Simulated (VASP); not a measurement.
**GaN: input slips in a band-gap run and what they do**

Some runs for the gap of GaN get a fault in the input on purpose. Which of them show, and how? The starting structure is a measured crystal structure from the Crystallography Open Database. Cell and atoms stay as given unless a step says otherwise.

Calculated with VASP 6.6.1; Kohn-Sham DFT with plane waves and PAW; LDA.

The database entry behind the starting cell has ideal inner coordinates that were not refined, so it need not match the best structure at ambient conditions.

### Step 1. Set-up

The structure is hexagonal, space group P6_3mc (No. 186). Conventional cell: a = 3.190 Å, b = 3.190 Å, c = 5.189 Å, α = 90.00°, β = 90.00°, γ = 120.00°. Nearest to Ga lie 4 N at 1.95 Å. Nearest to N lie 4 Ga at 1.95 Å. Farther neighbours and most contacts between anions are not listed.

As a file:

```cif
data_structure
_symmetry_space_group_name_H-M 'P 1'
_symmetry_Int_Tables_number 1
_cell_length_a 3.1900
_cell_length_b 3.1900
_cell_length_c 5.1890
_cell_angle_alpha 90.000
_cell_angle_beta 90.000
_cell_angle_gamma 120.000
_cell_volume 45.73
loop_
_atom_site_label
_atom_site_type_symbol
_atom_site_fract_x
_atom_site_fract_y
_atom_site_fract_z
_atom_site_occupancy
Ga1 Ga 0.33333 0.66667 0.50000 1
Ga2 Ga 0.66667 0.33333 0.00000 1
N3 N 0.33333 0.66667 0.87500 1
N4 N 0.66667 0.33333 0.37500 1
```

### Step 2. Reference bands

Input file INCAR:

```
SYSTEM = GaN
PREC = Accurate
ENCUT = 460
EDIFF = 1E-06
NELM = 100
ISMEAR = 0
SIGMA = 0.03
LREAL = .FALSE.
ALGO = Normal
GGA = CA
NBANDS = 32
LORBIT = 11
LWAVE = .FALSE.
LCHARG = .FALSE.
KPAR = 8
LASPH = .TRUE.
```

Input file POSCAR:

```
GaN
1.0
    3.1900000000      0.0000000000      0.0000000000
   -1.5950000000      2.7626210381      0.0000000000
    0.0000000000      0.0000000000      5.1890000000
Ga N
2 2
Direct
    0.3333333333      0.6666666667      0.5000000000
    0.6666666667      0.3333333333      0.0000000000
    0.3333333333      0.6666666667      0.8750000000
    0.6666666667      0.3333333333      0.3750000000
```

Input file KPOINTS:

```
Automatic mesh
0
Gamma
8 8 4
0 0 0
```

Input file KPOINTS_OPT:

```
Line mode
10
Line-mode
Reciprocal
  0.00000000   0.00000000   0.00000000 GAMMA
  0.50000000   0.00000000   0.00000000 M

  0.50000000   0.00000000   0.00000000 M
  0.33333333   0.33333333   0.00000000 K

  0.33333333   0.33333333   0.00000000 K
  0.00000000   0.00000000   0.00000000 GAMMA

  0.00000000   0.00000000   0.00000000 GAMMA
  0.00000000   0.00000000   0.50000000 A

  0.00000000   0.00000000   0.50000000 A
  0.50000000   0.00000000   0.50000000 L

  0.50000000   0.00000000   0.50000000 L
  0.33333333   0.33333333   0.50000000 H

  0.33333333   0.33333333   0.50000000 H
  0.00000000   0.00000000   0.50000000 A

  0.50000000   0.00000000   0.50000000 L
  0.50000000   0.00000000   0.00000000 M

  0.33333333   0.33333333   0.00000000 K
  0.33333333   0.33333333   0.50000000 H
```

PAW data sets: Ga_d and N (LDA family, release 64).

Run with:

```bash
> mpirun -np 8 vasp_std
```

The program printed:

```text
[banner, memory and clock lines left out]
running    8 mpi-ranks, on    1 nodes
 distrk:  each k-point on    1 cores,    8 groups
 distr:  one band on    1 cores,    1 groups

 POSCAR found type information on POSCAR GaN
 POSCAR found :  2 types and       4 ions
|                                                                             |
|           W    W    AA    RRRRR   N    N  II  N    N   GGGG   !!!           |
|           W    W   A  A   R    R  NN   N  II  NN   N  G    G  !!!           |
|           W    W  A    A  R    R  N N  N  II  N N  N  G       !!!           |
|           W WW W  AAAAAA  RRRRR   N  N N  II  N  N N  G  GGG   !            |
|           WW  WW  A    A  R   R   N   NN  II  N   NN  G    G                |
|           W    W  A    A  R    R  N    N  II  N    N   GGGG   !!!           |
|                                                                             |
|     For optimal performance we recommend to set                             |
|       NCORE = 2 up to number-of-cores-per-socket                            |
|     NCORE specifies how many cores store one orbital (NPAR=cpu/NCORE).      |
|     This setting can greatly improve the performance of VASP for DFT.       |
|     The default, NCORE=1 might be grossly inefficient on modern             |
|     multi-core architectures or massively parallel machines. Do your        |
|     Unfortunately you need to use the default for GW and RPA                |
|     calculations (for HF NCORE is supported but not extensively tested      |
|     yet).                                                                   |
|                                                                             |

 LDA part: xc-table for (Slater(with rela. corr.)+CA(PZ))
 , standard interpolation
 POSCAR, INCAR and KPOINTS ok, starting setup
 FFT: planning ... GRIDC
 FFT: planning ... GRID_SOFT
 FFT: planning ... GRID
 WAVECAR not read
 entering main loop
       N       E                     dE             d eps       ncg     rms          rms(c)
DAV:   1     0.281043190609E+03    0.28104E+03   -0.15278E+04  2344   0.195E+03
DAV:   2     0.739026753030E+01   -0.27365E+03   -0.25018E+03  1960   0.467E+02
DAV:   3    -0.307974837472E+02   -0.38188E+02   -0.37592E+02  2288   0.121E+02
DAV:   4    -0.319060539534E+02   -0.11086E+01   -0.11076E+01  2176   0.231E+01
DAV:   5    -0.319215675140E+02   -0.15514E-01   -0.15512E-01  2296   0.278E+00    0.106E+01
DAV:   6    -0.279525669072E+02    0.39690E+01   -0.69327E+00  3184   0.400E+01    0.332E+00
DAV:   7    -0.279504546107E+02    0.21123E-02   -0.95978E-01  2072   0.683E+00    0.255E+00
DAV:   8    -0.279126891417E+02    0.37765E-01   -0.21528E-01  2768   0.338E+00    0.156E+00
DAV:   9    -0.278900383093E+02    0.22651E-01   -0.40334E-02  2920   0.259E+00    0.468E-01
DAV:  10    -0.278907341479E+02   -0.69584E-03   -0.53035E-03  2320   0.505E-01    0.235E-01
DAV:  11    -0.278904015905E+02    0.33256E-03   -0.11263E-03  3072   0.584E-01    0.107E-01
DAV:  12    -0.278904133763E+02   -0.11786E-04   -0.17707E-04  2144   0.695E-02    0.108E-01
DAV:  13    -0.278904547503E+02   -0.41374E-04   -0.26255E-05  2608   0.342E-02    0.198E-01
DAV:  14    -0.278904073938E+02    0.47356E-04   -0.19035E-04  2512   0.849E-02    0.569E-02
DAV:  15    -0.278904041954E+02    0.31984E-05   -0.92821E-06  2288   0.180E-02    0.424E-02
DAV:  16    -0.278904018421E+02    0.23533E-05   -0.20931E-06  1744   0.872E-03    0.234E-02
DAV:  17    -0.278904009281E+02    0.91400E-06   -0.22686E-06  1888   0.868E-03
   1 F= -.27890401E+02 E0= -.27890401E+02  d E =-.966472E-27
 Start KPOINTS_OPT (optional k-point list driver)
k-point batch [1-30\90]
       N       E                     dE             ncg
DAV:   1     0.359542179767E+04   -0.24046E+05     2424
DAV:   2    -0.422205984630E+04   -0.78175E+04     1944
DAV:   3    -0.529131427993E+04   -0.10693E+04     2272
DAV:   4    -0.532217126114E+04   -0.30857E+02     2144
DAV:   5    -0.532258846792E+04   -0.41721E+00     2352
DAV:   6    -0.532260556332E+04   -0.17095E-01     2600
DAV:   7    -0.532260604700E+04   -0.48367E-03     2512
DAV:   8    -0.532260605520E+04   -0.82075E-05     1832
DAV:   9    -0.532260605557E+04   -0.36918E-06     1584
[...]
k-point batch [61-90\90]
       N       E                     dE             ncg
DAV:   1     0.378524598742E+04   -0.33962E+05     2352
DAV:   2    -0.426441305701E+04   -0.80497E+04     1944
DAV:   3    -0.537475547806E+04   -0.11103E+04     2296
DAV:   4    -0.540564772024E+04   -0.30892E+02     2192
DAV:   5    -0.540606395633E+04   -0.41624E+00     2344
DAV:   6    -0.540607961174E+04   -0.15655E-01     2624
DAV:   7    -0.540608006670E+04   -0.45496E-03     2496
DAV:   8    -0.540608006891E+04   -0.22129E-05     1776
DAV:   9    -0.540608006908E+04   -0.17183E-06     1480
```

The job ended after 22 s (8 MPI ranks of Intel Xeon Platinum 8375C at 2.90GHz (Ice Lake), shared host; peak memory 1.4 GiB).

The logs omit lines about the potential files and the build; timing stands in the text.

Parts of OUTCAR (step 2):

```text
ion  position               nearest neighbor table
   1  0.333  0.667  0.500-   3 1.95   4 1.95   4 1.95   4 1.95
   2  0.667  0.333  0.000-   4 1.95   3 1.95   3 1.95   3 1.95
   3  0.333  0.667  0.875-   1 1.95   2 1.95   2 1.95   2 1.95
   4  0.667  0.333  0.375-   2 1.95   1 1.95   1 1.95   1 1.95

  LATTYP: Found a hexagonal cell.
 ALAT       =     3.1900000000
 C/A-ratio  =     1.6266457680

 Subroutine GETGRP returns: Found 12 space group operations
 (whereof  6 operations were pure point group operations)

The static configuration has the point symmetry C_3v.
 The point group associated with its full space group is C_6v.

 Found     30 irreducible k-points:

   k-points           NKPTS =     30   k-points in BZ     NKDIM =     30   number of bands    NBANDS=     32

   dimension x,y,z NGX =    24 NGY =   24 NGZ =   36
   dimension x,y,z NGXF=    48 NGYF=   48 NGZF=   72

   ENCUT  =  460.0 eV  33.81 Ry    5.81 a.u.   5.58  5.58  9.07*2*pi/ulx,y,z

   NELECT =      36.0000    total number of electrons

 k-points in reciprocal lattice and weights: Automatic mesh
   0.00000000  0.00000000  0.00000000       0.004
   0.12500000  0.00000000  0.00000000       0.023
   0.25000000  0.00000000  0.00000000       0.023
   0.37500000  0.00000000  0.00000000       0.023
   0.50000000  0.00000000  0.00000000       0.012
   0.12500000  0.12500000  0.00000000       0.023
   0.25000000  0.12500000  0.00000000       0.047
   0.37500000  0.12500000  0.00000000       0.047
   0.25000000  0.25000000  0.00000000       0.023
[...]
0.25000000  0.25000000  0.50000000       0.023
   0.37500000  0.25000000  0.50000000       0.023

 average (electrostatic) potential at core
       1 -64.7342       2 -64.7342       3 -61.9858       4 -61.9858

 E-fermi :   5.2839

 k-point     1 :       0.0000    0.0000    0.0000
  band No.  band energies     occupation
    ...
     14       4.0100      2.00000
     15       4.0100      2.00000
     16       4.9988      2.00000
     17       5.0649      2.00000
     18       5.0650      2.00000
     19       6.9781      0.00000
     20       9.2124      0.00000
     21      14.0975      0.00000
     22      14.7494      0.00000
     23      14.7494      0.00000
    ...

 k-point     2 :       0.1250    0.0000    0.0000
  band No.  band energies     occupation
    ...
     14       2.9441      2.00000
     15       3.6981      2.00000
     16       3.9149      2.00000
     17       4.8397      2.00000
     18       4.9277      2.00000
     19       8.0050      0.00000
     20      10.0665      0.00000
     21      13.5122      0.00000
     22      14.0214      0.00000
     23      15.1175      0.00000
    ...

 k-point     3 :       0.2500    0.0000    0.0000
  band No.  band energies     occupation
    ...
     14       1.0304      2.00000
     15       2.2027      2.00000
     16       3.0553      2.00000
     17       4.3143      2.00000
     18       4.5729      2.00000
     19       9.2962      0.00000
     20      10.8504      0.00000
     21      12.2698      0.00000
     22      13.4255      0.00000
     23      15.0690      0.00000
    ...

  Total       -1.8798362     -1.8798362     -1.4301244      0.0000000      0.0000000      0.0000000
  in kB      -65.8620024    -65.8620024    -50.1058832      0.0000000      0.0000000      0.0000000
  external PRESSURE =     -60.6099627 kB  Pullay stress =       0.0000000 kB

  energy-cutoff  :      460.00
  volume of cell :       45.73
      direct lattice vectors                 reciprocal lattice vectors
     3.190000000  0.000000000  0.000000000     0.313479624  0.180987545  0.000000000
    -1.595000000  2.762621038  0.000000000     0.000000000  0.361975090  0.000000000
     0.000000000  0.000000000  5.189000000     0.000000000  0.000000000  0.192715359

 POSITION                                       TOTAL-FORCE (eV/Angst)
 -----------------------------------------------------------------------------------
     -0.00000      1.84175      2.59450        -0.000000     -0.000000     -0.112106
      1.59500      0.92087      0.00000         0.000000      0.000000     -0.112106
     -0.00000      1.84175      4.54038        -0.000000     -0.000000      0.112106
      1.59500      0.92087      1.94588         0.000000     -0.000000      0.112106
 -----------------------------------------------------------------------------------
    total drift:                               -0.000000     -0.000001     -0.000447

  FREE ENERGIE OF THE ION-ELECTRON SYSTEM (eV)
  ---------------------------------------------------
  free  energy   TOTEN  =       -27.8904009281 eV

  energy  without entropy=      -27.8904009281  energy(sigma->0) =      -27.89040093

 total charge
# of ion       s       p       d       tot
------------------------------------------
    1        0.796   0.908  10.177  11.881
    2        0.796   0.908  10.177  11.881
    3        1.214   2.484   0.000   3.698
    4        1.214   2.484   0.000   3.698
--------------------------------------------------
tot          4.020   6.783  20.354  31.158

[... 3 further parts left out ...]
```

Spin-orbit coupling is off here; it would split degenerate levels. At this level the cell is under a tension of 6.1 GPa, so at these settings it is away from equilibrium.

The reference gap is 1.913 eV.

### Step 3. Bands with a k mesh far too coarse and no band path

A slip made on purpose: a k mesh far too coarse and no band path. Against step 2 the input has a 3×3×3 mesh and no band path (also changed: NELM, NBANDS, KPAR and NCORE).

Input file INCAR:

```
SYSTEM = GaN
PREC = Accurate
ENCUT = 460
EDIFF = 1E-06
NELM = 60
ISMEAR = 0
SIGMA = 0.03
LREAL = .FALSE.
ALGO = Normal
GGA = CA
NBANDS = 24
LORBIT = 11
LWAVE = .FALSE.
LCHARG = .FALSE.
KPAR = 2
NCORE = 4
LASPH = .TRUE.
```

POSCAR is that of step 2.

Input file KPOINTS:

```
Automatic mesh
0
Gamma
3 3 3
0 0 0
```

Run with:

```bash
> mpirun -np 8 vasp_std
```

The program printed:

```text
[banner, memory and clock lines left out]
running    8 mpi-ranks, on    1 nodes
[...]
LDA part: xc-table for (Slater(with rela. corr.)+CA(PZ))
 , standard interpolation
 POSCAR, INCAR and KPOINTS ok, starting setup
[...]
entering main loop
       N       E                     dE             d eps       ncg     rms          rms(c)
DAV:   1     0.266138629669E+03    0.26614E+03   -0.17700E+04   312   0.263E+03
DAV:   2     0.577796299631E-01   -0.26608E+03   -0.25394E+03   320   0.491E+02
DAV:   3    -0.309938368516E+02   -0.31052E+02   -0.30729E+02   344   0.138E+02
DAV:   4    -0.317889059932E+02   -0.79507E+00   -0.79389E+00   384   0.251E+01
[...]
DAV:  16    -0.275806881925E+02    0.69268E-05   -0.91066E-06   296   0.260E-02    0.251E-02
DAV:  17    -0.275806864600E+02    0.17324E-05   -0.58522E-06   384   0.192E-02    0.815E-03
DAV:  18    -0.275806862734E+02    0.18660E-06   -0.38619E-07   160   0.748E-03
   1 F= -.27580686E+02 E0= -.27580686E+02  d E =-.368044E-22
```

Wall time 2.6 s (8 MPI ranks); peak memory 0.8 GiB.

From OUTCAR (step 3):

```text
  Total       -1.5853281     -1.5853281     -1.8074025      0.0000000     -0.0000000     -0.0000000
  in kB      -55.5436054    -55.5436054    -63.3242132      0.0000000     -0.0000000     -0.0000000
  external PRESSURE =     -58.1371413 kB  Pullay stress =       0.0000000 kB

 POSITION                                       TOTAL-FORCE (eV/Angst)
 -----------------------------------------------------------------------------------
     -0.00000      1.84175      2.59450         0.000000     -0.000000     -0.100453
      1.59500      0.92087      0.00000        -0.000000      0.000000     -0.100453
     -0.00000      1.84175      4.54038         0.000000     -0.000000      0.100453
      1.59500      0.92087      1.94588        -0.000000      0.000000      0.100453
 -----------------------------------------------------------------------------------
    total drift:                               -0.000000     -0.000001     -0.000436

  FREE ENERGIE OF THE ION-ELECTRON SYSTEM (eV)
  ---------------------------------------------------
  free  energy   TOTEN  =       -27.5806862734 eV

  energy  without entropy=      -27.5806862734  energy(sigma->0) =      -27.58068627

[... 1 part as in an earlier step ...]

[... 2 further parts left out ...]
[key lines of the parts left out:]
E-fermi :   5.3594
```

With a k mesh far too coarse and no band path the gap is 1.865 eV, -0.048 eV from the reference, read on the mesh alone.

### Step 4. Bands with one electron missing

A slip made on purpose: one electron missing. Against step 2 the input has NELECT = 35 (also changed: NELM).

INCAR, as its differences from that of step 3:

```diff
@@ -10,3 +10,3 @@
 GGA = CA
-NBANDS = 24
+NBANDS = 32
 LORBIT = 11
@@ -14,4 +14,4 @@
 LCHARG = .FALSE.
-KPAR = 2
-NCORE = 4
+KPAR = 8
 LASPH = .TRUE.
+NELECT = 35
```

POSCAR is that of step 3.

Input file KPOINTS:

```
Automatic mesh
0
Gamma
8 8 4
0 0 0
```

KPOINTS_OPT is that of step 2.

Run with:

```bash
> mpirun -np 8 vasp_std
```

The program printed:

```text
[banner, memory and clock lines left out]
running    8 mpi-ranks, on    1 nodes
[...]
[... a notice as in an earlier step ...]

 LDA part: xc-table for (Slater(with rela. corr.)+CA(PZ))
 , standard interpolation
 POSCAR, INCAR and KPOINTS ok, starting setup
[...]
entering main loop
       N       E                     dE             d eps       ncg     rms          rms(c)
DAV:   1     0.262969694697E+03    0.26297E+03   -0.14337E+04  2344   0.185E+03
DAV:   2     0.327302592520E+01   -0.25970E+03   -0.23706E+03  1960   0.452E+02
DAV:   3    -0.329316427141E+02   -0.36205E+02   -0.35392E+02  2288   0.116E+02
DAV:   4    -0.339918584624E+02   -0.10602E+01   -0.10588E+01  2176   0.223E+01
DAV:   5    -0.340067092032E+02   -0.14851E-01   -0.14849E-01  2296   0.269E+00BRMIX: very serious problems
 the old and the new charge density differ
 old charge density:    36.00000 new   35.00000
BRMIX: very serious problems
 the old and the new charge density differ
 old charge density:    36.00000 new   35.00000
BRMIX: very serious problems
[...]
1 F= -.32117572E+02 E0= -.32117139E+02  d E =-.866124E-03
 Start KPOINTS_OPT (optional k-point list driver)
k-point batch [1-30\90]
       N       E                     dE             ncg
DAV:   1     0.274667554594E+04   -0.23839E+05     2408
DAV:   2    -0.465551574758E+04   -0.74022E+04     1936
DAV:   3    -0.566501782082E+04   -0.10095E+04     2280
DAV:   4    -0.569464132067E+04   -0.29623E+02     2144
DAV:   5    -0.569504470098E+04   -0.40338E+00     2408
DAV:   6    -0.569506085105E+04   -0.16150E-01     2656
DAV:   7    -0.569506122581E+04   -0.37476E-03     2504
DAV:   8    -0.569506123079E+04   -0.49826E-05     1760
DAV:   9    -0.569506123099E+04   -0.19853E-06     1600
[...]
k-point batch [61-90\90]
       N       E                     dE             ncg
DAV:   1     0.290126951525E+04   -0.33106E+05     2352
DAV:   2    -0.468282281240E+04   -0.75841E+04     1944
DAV:   3    -0.572340655743E+04   -0.10406E+04     2288
DAV:   4    -0.575294457903E+04   -0.29538E+02     2216
DAV:   5    -0.575334953939E+04   -0.40496E+00     2328
DAV:   6    -0.575336635044E+04   -0.16811E-01     2656
DAV:   7    -0.575336681874E+04   -0.46830E-03     2480
DAV:   8    -0.575336682242E+04   -0.36742E-05     1728
DAV:   9    -0.575336682262E+04   -0.20764E-06     1472
```

Wall time 15 s (8 MPI ranks); peak memory 1.4 GiB.

From OUTCAR (step 4):

```text
  Total      -12.1034656    -12.1034656    -11.6641482      0.0000000      0.0000000      0.0000000
  in kB     -424.0574087   -424.0574087   -408.6654695      0.0000000      0.0000000      0.0000000
  external PRESSURE =    -418.9267623 kB  Pullay stress =       0.0000000 kB

 POSITION                                       TOTAL-FORCE (eV/Angst)
 -----------------------------------------------------------------------------------
     -0.00000      1.84175      2.59450         0.000000     -0.000000      0.042526
      1.59500      0.92087      0.00000        -0.000000      0.000000      0.042526
     -0.00000      1.84175      4.54038        -0.000000      0.000000     -0.042526
      1.59500      0.92087      1.94588         0.000000     -0.000000     -0.042526
 -----------------------------------------------------------------------------------
    total drift:                               -0.000000     -0.000001     -0.000542

  FREE ENERGIE OF THE ION-ELECTRON SYSTEM (eV)
  ---------------------------------------------------
  free  energy   TOTEN  =       -32.1175724612 eV

  energy  without entropy=      -32.1167063369  energy(sigma->0) =      -32.11713940

[... 2 parts as in an earlier step ...]

[... 1 further part left out ...]
[key lines of the parts left out:]
E-fermi :   3.6813
```

With one electron missing there is no gap to read, since by its occupations the run counts as a metal (its levels may still leave one).

[end of part 1 of 2]

[Lines on the potential files, build, host, timing and source positions are cut from VASP's logs without a mark.]

[Logs are printed without paths, hosts, clocks, repeated set-up lines and the standing remarks that a program may print on its own settings, such as how far it seeks lower states.]

[Hosts, paths, dates, database ids (printed as entryN), source tags and the programs' standing remarks are cut or masked in the printed files.]
